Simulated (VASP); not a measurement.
Input:

```yaml
crystal:
  lattice:
    - [3.01856, 0.00000, 0.00000]
    - [0.00000, 3.01856, 0.00000]
    - [0.00000, 0.00000, 3.01856]
  atoms:
    - { symbol: Zn, position: [0.50000, 0.50000, 0.50000] }
    - { symbol: Au, position: [0.00000, 0.00000, 0.00000] }
```

Level of theory: PBE GGA, VASP's PBE PAW potentials (set 64) (plane waves; VASP). Settings: 500 eV cut-off, 12×12×12 Γ-centred mesh, first-order Methfessel-Paxton smearing of 0.10 eV, potentials Zn Au.

Unless said otherwise, spin-orbit coupling is left out, though it shifts the bands of the heavy elements here.

**Question.** What does the run give for the energy per atom (σ→0), pressure, band gap (on the k-mesh) with the smallest direct gap where there is one?

**Answer.** 
* **band gap (on the k-mesh)**: none (metal, semimetal or under 0.01 eV)
* **energy per atom (σ→0)**: -2.184 eV/atom
* **pressure**: 29.87 GPa

The absolute energy has meaning only against runs of the same code, potentials and settings.

The compound is AuZn in the CsCl type structure. It was relaxed first under an external pressure of 30 GPa. The electron count is odd and the run is not spin-polarised, which forces a metal.
